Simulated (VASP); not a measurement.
Here is the system:

```yaml
crystal:
  lattice:
    - [0.00000, 3.29970, 3.29970]
    - [3.29970, 0.00000, 3.29970]
    - [3.29970, 3.29970, 0.00000]
  atoms:
    - { symbol: Na, position: [0.00000, 0.00000, 0.00000] }
    - { symbol: I, position: [0.50000, 0.50000, 0.50000] }
```
Cell charge +0.1.

All values below come from PBE GGA, VASP's PBE PAW potentials (set 64) (plane waves; VASP). Run with NELECT = 13.9, 400 eV cut-off, 6×6×6 Γ-centred mesh, Gaussian smearing of 0.050 eV, potentials Na_pv I.

The cell is charged, with a uniform compensating background.

**Question.** Give the stress tensor in GPa (positive for a compressed cell).

**Answer.** 
```
-1.95   0.00   0.00
 0.00  -1.95   0.00
 0.00   0.00  -1.95
```
The pressure is its mean diagonal, -1.95 GPa.

The compound is NaI in the rock salt structure. The cell was not relaxed at this level. The run is one of a series of settings (NELECT = 13.9 against the base run), some of them coarse on purpose.
